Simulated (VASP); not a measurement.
**GaCo: magnetic orders**

Wanted: the lowest of several collinear orders of GaCo. The start is a cell from a database of measured crystal structures.

Main program and level: VASP 6.6.1; SCAN, spin-polarised from a ferromagnetic start; plane waves and PAW (Ga, Co), in the first sound run; inputs show where later runs differ.

## Step 1: The structure

It takes space group Pm-3m (No. 221, cubic). The conventional cell has a = 2.878 Å, b = 2.878 Å, c = 2.878 Å, α = 90.00°, β = 90.00°, γ = 90.00°. Ga has 8 Co at 2.49 Å nearest. Co has 8 Ga at 2.49 Å nearest. Farther neighbours are not listed.

Coordinates:

```xyz
16
Lattice="5.7560 0.0000 0.0000 0.0000 5.7560 0.0000 0.0000 0.0000 5.7560" Properties=species:S:1:pos:R:3 pbc="T T T"
Ga    1.4390    1.4390    1.4390
Ga    1.4390    1.4390    4.3170
Ga    1.4390    4.3170    1.4390
Ga    1.4390    4.3170    4.3170
Ga    4.3170    1.4390    1.4390
Ga    4.3170    1.4390    4.3170
Ga    4.3170    4.3170    1.4390
Ga    4.3170    4.3170    4.3170
Co    0.0000    0.0000    0.0000
Co    0.0000    0.0000    2.8780
Co    0.0000    2.8780    0.0000
Co    0.0000    2.8780    2.8780
Co    2.8780    0.0000    0.0000
Co    2.8780    0.0000    2.8780
Co    2.8780    2.8780    0.0000
Co    2.8780    2.8780    2.8780
```

## Step 2: Relax in the ferromagnetic state

All later runs share one geometry, relaxed here from a start with parallel moments; where they turned over, the text says so.

INCAR reads:

```
SYSTEM = GaCo
PREC = Accurate
ENCUT = 350
EDIFF = 1E-05
NELM = 120
ISMEAR = 1
SIGMA = 0.05
LREAL = .FALSE.
ALGO = Normal
METAGGA = SCAN
LASPH = .TRUE.
NBANDS = 82
ISPIN = 2
MAGMOM = 0 0 0 0 0 0 0 0 2 2 2 2 2 2 2 2
LMAXMIX = 4
LORBIT = 11
LWAVE = .FALSE.
LCHARG = .FALSE.
KPAR = 2
IBRION = 2
NSW = 30
ISIF = 3
EDIFFG = -0.02
POTIM = 0.4
```

POSCAR reads:

```
GaCo
1.0
    5.7560000000      0.0000000000      0.0000000000
    0.0000000000      5.7560000000      0.0000000000
    0.0000000000      0.0000000000      5.7560000000
Ga Co
8 8
Direct
    0.2500000000      0.2500000000      0.2500000000
    0.2500000000      0.2500000000      0.7500000000
    0.2500000000      0.7500000000      0.2500000000
    0.2500000000      0.7500000000      0.7500000000
    0.7500000000      0.2500000000      0.2500000000
    0.7500000000      0.2500000000      0.7500000000
    0.7500000000      0.7500000000      0.2500000000
    0.7500000000      0.7500000000      0.7500000000
    0.0000000000      0.0000000000      0.0000000000
    0.0000000000      0.0000000000      0.5000000000
    0.0000000000      0.5000000000      0.0000000000
    0.0000000000      0.5000000000      0.5000000000
    0.5000000000      0.0000000000      0.0000000000
    0.5000000000      0.0000000000      0.5000000000
    0.5000000000      0.5000000000      0.0000000000
    0.5000000000      0.5000000000      0.5000000000
```

KPOINTS reads:

```
Automatic mesh
0
Gamma
3 3 3
0 0 0
```

PAW data sets: Ga and Co (PBE family, release 64).

Launch:

```console
$ mpirun -np 2 vasp_std
```

The program printed:

```text
[banner, memory and clock lines left out]
running    2 mpi-ranks, on    1 nodes
 distrk:  each k-point on    1 cores,    2 groups
 distr:  one band on    1 cores,    1 groups

 POSCAR found type information on POSCAR GaCo
 POSCAR found :  2 types and      16 ions
|                                                                             |
|               ----> ADVICE to this user running VASP <----                  |
|                                                                             |
|     You enforced a specific xc type in the INCAR file but a different       |
|     [... a line on the potential file left out ...]
|     I HOPE YOU KNOW WHAT YOU ARE DOING!                                     |
|                                                                             |

 LDA part: xc-table for (None), standard interpolation
 POSCAR, INCAR and KPOINTS ok, starting setup
 FFT: planning ... GRIDC
 FFT: planning ... GRID_SOFT
 FFT: planning ... GRID
 WAVECAR not read
 entering main loop
       N       E                     dE             d eps       ncg     rms          rms(c)
DAV:   1     0.429465704540E+03    0.42947E+03   -0.29774E+04  1312   0.100E+03
DAV:   2    -0.225062738176E+03   -0.65453E+03   -0.60764E+03  1312   0.272E+02
DAV:   3    -0.285566360846E+03   -0.60504E+02   -0.54205E+02  1440   0.985E+01
DAV:   4    -0.287393558168E+03   -0.18272E+01   -0.18016E+01  1488   0.182E+01
DAV:   5    -0.287450050474E+03   -0.56492E-01   -0.56460E-01  1952   0.226E+00    0.349E+01
DAV:   6    -0.293964812139E+03   -0.65148E+01   -0.15107E+02  1574   0.116E+02    0.481E+01
DAV:   7    -0.272227175102E+03    0.21738E+02   -0.45438E+01  1560   0.635E+01    0.126E+01
DAV:   8    -0.271981098105E+03    0.24608E+00   -0.42802E+00  1554   0.101E+01    0.565E+00
DAV:   9    -0.272290303436E+03   -0.30921E+00   -0.49598E-01  1574   0.298E+00    0.302E+00
DAV:  10    -0.272363931583E+03   -0.73628E-01   -0.13771E-01  1594   0.228E+00    0.103E+00
DAV:  11    -0.272410947241E+03   -0.47016E-01   -0.41192E-02  1806   0.143E+00    0.566E-01
DAV:  12    -0.272416486859E+03   -0.55396E-02   -0.13782E-02  1442   0.606E-01    0.340E-01
DAV:  13    -0.272422078255E+03   -0.55914E-02   -0.17583E-03  1830   0.318E-01    0.114E-01
DAV:  14    -0.272420848251E+03    0.12300E-02   -0.50924E-04  1614   0.168E-01    0.789E-02
DAV:  15    -0.272420937794E+03   -0.89543E-04   -0.71795E-05  1504   0.348E-02    0.263E-02
DAV:  16    -0.272421142164E+03   -0.20437E-03   -0.97152E-06  1000   0.166E-02    0.117E-02
DAV:  17    -0.272421167603E+03   -0.25440E-04   -0.29153E-06   792   0.896E-03    0.799E-03
DAV:  18    -0.272421140788E+03    0.26816E-04   -0.82832E-07   740   0.405E-03    0.296E-03
DAV:  19    -0.272421142646E+03   -0.18583E-05   -0.25545E-07   734   0.321E-03
   1 F= -.27242114E+03 E0= -.27241967E+03  d E =-.272421E+03  mag=     2.0002
 curvature:   0.00 expect dE= 0.000E+00 dE for cont linesearch  0.000E+00
 trial: gam= 0.00000 g(F)=  0.117E-58 g(S)=  0.101E+01 ort = 0.000E+00 (trialstep = 0.100E+01)
 search vector abs. value=  0.101E+01
 bond charge predicted
       N       E                     dE             d eps       ncg     rms          rms(c)
DAV:   1    -0.282383230492E+03   -0.99621E+01   -0.87818E+01  1412   0.730E+01    0.272E+01
DAV:   2    -0.286082976783E+03   -0.36997E+01   -0.76747E+01  1536   0.886E+01    0.274E+01
DAV:   3    -0.273645598871E+03    0.12437E+02   -0.40775E+01  1564   0.547E+01    0.508E+00
DAV:   4    -0.272848030524E+03    0.79757E+00   -0.23888E+00  1312   0.604E+00    0.347E+00
DAV:   5    -0.272673865473E+03    0.17417E+00   -0.24278E-01  1742   0.424E+00    0.920E-01
DAV:   6    -0.272674559006E+03   -0.69353E-03   -0.33450E-02  1338   0.118E+00    0.467E-01
DAV:   7    -0.272671586616E+03    0.29724E-02   -0.27355E-03  1410   0.252E-01    0.203E-01
DAV:   8    -0.272673919607E+03   -0.23330E-02   -0.55992E-04  1458   0.972E-02    0.994E-02
DAV:   9    -0.272673069132E+03    0.85047E-03   -0.35039E-05  1424   0.402E-02    0.293E-02
DAV:  10    -0.272673183820E+03   -0.11469E-03   -0.15320E-05   928   0.212E-02    0.859E-03
DAV:  11    -0.272673200869E+03   -0.17049E-04   -0.36250E-06   686   0.101E-02    0.594E-03
DAV:  12    -0.272673260491E+03   -0.59622E-04   -0.14505E-06   668   0.881E-03    0.192E-03
DAV:  13    -0.272673271967E+03   -0.11475E-04   -0.62710E-07   668   0.389E-03    0.677E-04
DAV:  14    -0.272673271196E+03    0.77115E-06   -0.14002E-07   668   0.168E-03
   2 F= -.27267327E+03 E0= -.27267149E+03  d E =-.252129E+00  mag=     2.0000
[...]
3 F= -.27278371E+03 E0= -.27278200E+03  d E =-.362565E+00  mag=     2.0000
 curvature:  -0.28 expect dE=-0.102E-02 dE for cont linesearch -0.102E-02
 ZBRENT: interpolating
 opt :   0.6287  next Energy=  -272.784833 (dE=-0.364E+00)
 bond charge predicted
       N       E                     dE             d eps       ncg     rms          rms(c)
DAV:   1    -0.272798676704E+03   -0.14970E-01   -0.12606E-01  1396   0.288E+00    0.994E-01
DAV:   2    -0.272799140411E+03   -0.46371E-03   -0.11532E-01  1580   0.340E+00    0.989E-01
DAV:   3    -0.272783088019E+03    0.16052E-01   -0.40903E-02  1572   0.203E+00    0.161E-01
DAV:   4    -0.272782419024E+03    0.66899E-03   -0.23167E-03  1320   0.185E-01    0.896E-02
DAV:   5    -0.272782620054E+03   -0.20103E-03   -0.21109E-04  1542   0.980E-02    0.193E-02
DAV:   6    -0.272782597188E+03    0.22867E-04   -0.14153E-05   880   0.202E-02    0.114E-02
DAV:   7    -0.272782770301E+03   -0.17311E-03   -0.69433E-06   784   0.123E-02    0.600E-03
DAV:   8    -0.272782700024E+03    0.70278E-04   -0.11525E-06   662   0.598E-03    0.195E-03
DAV:   9    -0.272782685477E+03    0.14547E-04   -0.29664E-07   662   0.346E-03    0.649E-04
DAV:  10    -0.272782688331E+03   -0.28539E-05   -0.58524E-08   662   0.151E-03
   4 F= -.27278269E+03 E0= -.27278100E+03  d E =-.361546E+00  mag=     2.0000
 curvature:  -0.31 expect dE=-0.204E-04 dE for cont linesearch -0.204E-04
 trial: gam=-0.00794 g(F)=  0.668E-59 g(S)=  0.649E-04 ort = 0.810E-02 (trialstep = 0.926E+00)
 search vector abs. value=  0.426E-08
 reached required accuracy - stopping structural energy minimisation
```

It took 6.9 min on 2 MPI ranks of AMD EPYC 9R45, shared host; peak memory 0.52 GiB.

Lines that name or quote the potential files are left out of all logs, and their timing lines are given in words.

Parts of OUTCAR (step 2):

```text
ion  position               nearest neighbor table
   1  0.250  0.250  0.250-   9 2.49  10 2.49  11 2.49  12 2.49  13 2.49  14 2.49  15 2.49  16 2.49
                             5 2.88   2 2.88   3 2.88   2 2.88   3 2.88   5 2.88
   2  0.250  0.250  0.750-   9 2.49  10 2.49  11 2.49  12 2.49  13 2.49  14 2.49  15 2.49  16 2.49
                             6 2.88   1 2.88   4 2.88   1 2.88   4 2.88   6 2.88
   3  0.250  0.750  0.250-   9 2.49  10 2.49  11 2.49  12 2.49  13 2.49  14 2.49  15 2.49  16 2.49
                             7 2.88   1 2.88   4 2.88   4 2.88   1 2.88   7 2.88
   4  0.250  0.750  0.750-   9 2.49  10 2.49  11 2.49  12 2.49  13 2.49  14 2.49  15 2.49  16 2.49
                             8 2.88   2 2.88   3 2.88   3 2.88   2 2.88   8 2.88
   5  0.750  0.250  0.250-   9 2.49  10 2.49  11 2.49  12 2.49  13 2.49  14 2.49  15 2.49  16 2.49
                             7 2.88   1 2.88   6 2.88   6 2.88   7 2.88   1 2.88
   6  0.750  0.250  0.750-   9 2.49  10 2.49  11 2.49  12 2.49  13 2.49  14 2.49  15 2.49  16 2.49
                             8 2.88   2 2.88   5 2.88   5 2.88   8 2.88   2 2.88
   7  0.750  0.750  0.250-   9 2.49  10 2.49  11 2.49  12 2.49  13 2.49  14 2.49  15 2.49  16 2.49
                             8 2.88   3 2.88   5 2.88   8 2.88   5 2.88   3 2.88
   8  0.750  0.750  0.750-   9 2.49  10 2.49  11 2.49  12 2.49  13 2.49  14 2.49  15 2.49  16 2.49
                             7 2.88   4 2.88   6 2.88   7 2.88   6 2.88   4 2.88
   9  0.000  0.000  0.000-   1 2.49   2 2.49   3 2.49   4 2.49   5 2.49   6 2.49   7 2.49   8 2.49
                            10 2.88  11 2.88  13 2.88  10 2.88  11 2.88  13 2.88
  10  0.000  0.000  0.500-   1 2.49   2 2.49   3 2.49   4 2.49   5 2.49   6 2.49   7 2.49   8 2.49
                             9 2.88  12 2.88  14 2.88   9 2.88  12 2.88  14 2.88
  11  0.000  0.500  0.000-   1 2.49   2 2.49   3 2.49   4 2.49   5 2.49   6 2.49   7 2.49   8 2.49
                             9 2.88  12 2.88  15 2.88  12 2.88   9 2.88  15 2.88
  12  0.000  0.500  0.500-   1 2.49   2 2.49   3 2.49   4 2.49   5 2.49   6 2.49   7 2.49   8 2.49
                            10 2.88  11 2.88  16 2.88  11 2.88  10 2.88  16 2.88
  13  0.500  0.000  0.000-   1 2.49   2 2.49   3 2.49   4 2.49   5 2.49   6 2.49   7 2.49   8 2.49
                             9 2.88  14 2.88  15 2.88  14 2.88  15 2.88   9 2.88
  14  0.500  0.000  0.500-   1 2.49   2 2.49   3 2.49   4 2.49   5 2.49   6 2.49   7 2.49   8 2.49
                            10 2.88  13 2.88  16 2.88  13 2.88  16 2.88  10 2.88
  15  0.500  0.500  0.000-   1 2.49   2 2.49   3 2.49   4 2.49   5 2.49   6 2.49   7 2.49   8 2.49
                            11 2.88  13 2.88  16 2.88  16 2.88  13 2.88  11 2.88
  16  0.500  0.500  0.500-   1 2.49   2 2.49   3 2.49   4 2.49   5 2.49   6 2.49   7 2.49   8 2.49
                            12 2.88  14 2.88  15 2.88  15 2.88  14 2.88  12 2.88

  LATTYP: Found a simple cubic cell.
 ALAT       =     5.7560000000

 Subroutine GETGRP returns: Found 48 space group operations
 (whereof 48 operations were pure point group operations)

The static configuration has the point symmetry O_h .

 Found      4 irreducible k-points:

   k-points           NKPTS =      4   k-points in BZ     NKDIM =      4   number of bands    NBANDS=     82

   dimension x,y,z NGX =    36 NGY =   36 NGZ =   36
   dimension x,y,z NGXF=    72 NGYF=   72 NGZF=   72

   ENCUT  =  350.0 eV  25.72 Ry    5.07 a.u.   8.78  8.78  8.78*2*pi/ulx,y,z

   NELECT =      96.0000    total number of electrons

 k-points in reciprocal lattice and weights: Automatic mesh
   0.00000000  0.00000000  0.00000000       0.037
   0.33333333  0.00000000  0.00000000       0.222
   0.33333333  0.33333333  0.00000000       0.444
   0.33333333  0.33333333  0.33333333       0.296

 average (electrostatic) potential at core
       1 -12.7217       2 -12.7217       3 -12.7217       4 -12.7217       5 -12.7217
       6 -12.7217       7 -12.7217       8 -12.7217       9 -85.2865      10 -85.2865
      11 -85.2865      12 -85.2865      13 -85.2865      14 -85.2865      15 -85.2865
      16 -85.2865

 E-fermi :   7.7510

 spin component 1
 k-point     1 :       0.0000    0.0000    0.0000
  band No.  band energies     occupation
    ...
     49       7.3207      1.00000
     50       7.3213      1.00000
     51       7.7155      0.96321
     52       7.7160      0.96016
     53       7.7160      0.96004
     54       9.5645      0.00000
     55      10.5334      0.00000
     56      10.5335      0.00000
     57      10.5335      0.00000
     58      11.3699      0.00000
    ...

 k-point     2 :       0.3333    0.0000    0.0000
  band No.  band energies     occupation
    ...
     48       7.3123      1.00000
     49       7.5332      1.00000
     50       7.5336      1.00000
     51       7.6918      1.03519
     52       7.6922      1.03505
     53       8.0734     -0.00000
     54       9.4540      0.00000
     55       9.4540      0.00000
     56      10.0390      0.00000
     57      10.4340      0.00000
    ...

 k-point     3 :       0.3333    0.3333    0.0000
  band No.  band energies     occupation
    ...
     43       6.7453      1.00000
     44       6.7454      1.00000
     45       6.7614      1.00000
     46       7.0001      1.00000
     47       7.0001      1.00000
     48       7.7534      0.46007
     49       7.7722      0.17395
     50       7.7722      0.17391
     51       8.1601     -0.00000
     52       8.3074     -0.00000
    ...

 k-point     4 :       0.3333    0.3333    0.3333
  band No.  band energies     occupation
    ...
     45       6.4958      1.00000
     46       6.4960      1.00000
     47       6.4960      1.00000
     48       6.7075      1.00000
     49       8.7229     -0.00000
     50       8.7231     -0.00000
     51       8.7232     -0.00000
     52       8.9415      0.00000
     53       8.9415      0.00000
     54       8.9417      0.00000
    ...

 spin component 2
 k-point     1 :       0.0000    0.0000    0.0000
  band No.  band energies     occupation
    ...
     41       7.0296      1.00000
     42       7.0301      1.00000
     43       7.0376      1.00000
     44       7.0377      1.00000
     45       7.0381      1.00000
     46       8.3276     -0.00000
     47       8.3290     -0.00000
     48       8.3301     -0.00000
     49       8.3713     -0.00000
     50       8.3743     -0.00000
    ...

 k-point     2 :       0.3333    0.0000    0.0000
  band No.  band energies     occupation
    ...
     42       7.0319      1.00000
     43       7.0358      1.00000
     44       7.3813      1.00000
     45       7.3816      1.00000
     46       7.4456      1.00000
     47       8.3386     -0.00000
     48       8.3607     -0.00000
     49       8.5090     -0.00000
     50       8.5105     -0.00000
     51       8.6472     -0.00000
    ...

  Total       -0.0947003     -0.0947003     -0.0947003     -0.0000000      0.0000000      0.0000000
  in kB       -0.8399912     -0.8399912     -0.8399912     -0.0000000      0.0000000      0.0000000
  external PRESSURE =      -0.8399912 kB  Pullay stress =       0.0000000 kB

  energy-cutoff  :      350.00
  volume of cell :      180.63
      direct lattice vectors                 reciprocal lattice vectors
     5.652784066  0.000000000  0.000000000     0.176903980  0.000000000 -0.000000000
    -0.000000000  5.652784066  0.000000000    -0.000000000  0.176903980  0.000000000
     0.000000000  0.000000000  5.652784066    -0.000000000 -0.000000000  0.176903980

 POSITION                                       TOTAL-FORCE (eV/Angst)
 -----------------------------------------------------------------------------------
      1.41320      1.41320      1.41320         0.000000      0.000000      0.000000
      1.41320      1.41320      4.23959         0.000000      0.000000      0.000000
      1.41320      4.23959      1.41320         0.000000      0.000000     -0.000000
      1.41320      4.23959      4.23959        -0.000000      0.000000     -0.000000
      4.23959      1.41320      1.41320        -0.000000      0.000000     -0.000000
      4.23959      1.41320      4.23959        -0.000000      0.000000     -0.000000
      4.23959      4.23959      1.41320        -0.000000      0.000000      0.000000
      4.23959      4.23959      4.23959        -0.000000     -0.000000     -0.000000
      0.00000      0.00000      0.00000        -0.000000     -0.000000      0.000000
      0.00000      0.00000      2.82639         0.000000      0.000000      0.000000
     -0.00000      2.82639      0.00000         0.000000      0.000000     -0.000000
      0.00000      2.82639      2.82639        -0.000000      0.000000      0.000000
      2.82639      0.00000      0.00000        -0.000000      0.000000     -0.000000
      2.82639      0.00000      2.82639         0.000000     -0.000000     -0.000000
      2.82639      2.82639      0.00000        -0.000000     -0.000000     -0.000000
      2.82639      2.82639      2.82639         0.000000     -0.000000     -0.000000
 -----------------------------------------------------------------------------------
    total drift:                                0.000000      0.000000      0.000000

  FREE ENERGIE OF THE ION-ELECTRON SYSTEM (eV)
  ---------------------------------------------------
  free  energy   TOTEN  =      -272.7826883312 eV

  energy  without entropy=     -272.7776157259  energy(sigma->0) =     -272.78099746

 reached required accuracy - stopping structural energy minimisation

 total charge
# of ion       s       p       d       tot
------------------------------------------
    1        1.073   1.481   0.278   2.831
    2        1.073   1.481   0.278   2.831
    3        1.073   1.481   0.278   2.831
    4        1.073   1.481   0.278   2.831
    5        1.073   1.481   0.278   2.831
    6        1.073   1.481   0.278   2.831
    7        1.073   1.481   0.278   2.831
    8        1.073   1.481   0.278   2.831
    9        0.419   0.519   7.509   8.447
   10        0.419   0.519   7.509   8.447
   11        0.419   0.519   7.509   8.447
   12        0.419   0.519   7.509   8.447
   13        0.419   0.519   7.509   8.447
   14        0.419   0.519   7.509   8.447
   15        0.419   0.519   7.509   8.447
   16        0.419   0.519   7.509   8.447
--------------------------------------------------
tot         11.930  16.003  62.292  90.226

 magnetization (x)
# of ion       s       p       d       tot
------------------------------------------
    1       -0.005  -0.029  -0.018  -0.053
    2       -0.005  -0.029  -0.018  -0.053
    3       -0.005  -0.029  -0.018  -0.053
    4       -0.005  -0.029  -0.018  -0.053
    5       -0.005  -0.029  -0.018  -0.053
    6       -0.005  -0.029  -0.018  -0.053
    7       -0.005  -0.029  -0.018  -0.053
    8       -0.005  -0.029  -0.018  -0.053
    9       -0.005  -0.017   0.338   0.316
   10       -0.005  -0.017   0.338   0.316
   11       -0.005  -0.017   0.338   0.316
   12       -0.005  -0.017   0.338   0.316
   13       -0.005  -0.017   0.338   0.316
   14       -0.005  -0.017   0.338   0.316
   15       -0.005  -0.017   0.338   0.316
   16       -0.005  -0.017   0.338   0.316
--------------------------------------------------
tot         -0.083  -0.369   2.559   2.107

[... 2 further parts left out ...]
```

The magnetic state follows from one typed start and may not be the lowest. The k-mesh is coarse for a metal. SCAN-type functionals tend to overstate the moments of itinerant magnets. The PAW data sets were made with PBE, which is usual practice but a small mismatch for other functionals. The data set Ga keeps the semicore shell frozen, which is cheaper and a little less accurate. The run keeps the 48 symmetry operations of its start, so it cannot find a distortion of lower symmetry.

[end of part 1 of 4]

[Lines on the potential files, build, host, timing and source positions are cut from VASP's logs without a mark.]

[Logs are printed without paths, hosts, clocks, repeated set-up lines and the standing remarks that a program may print on its own settings, such as how far it seeks lower states.]

[Hosts, paths, dates, database ids (printed as entryN), source tags and the programs' standing remarks are cut or masked in the printed files.]

[In band tables of VASP the shares of atoms and orbitals are scaled to a sum of 1 inside the atoms' spheres.]

[Runs that stopped without an error message from VASP are left out.]
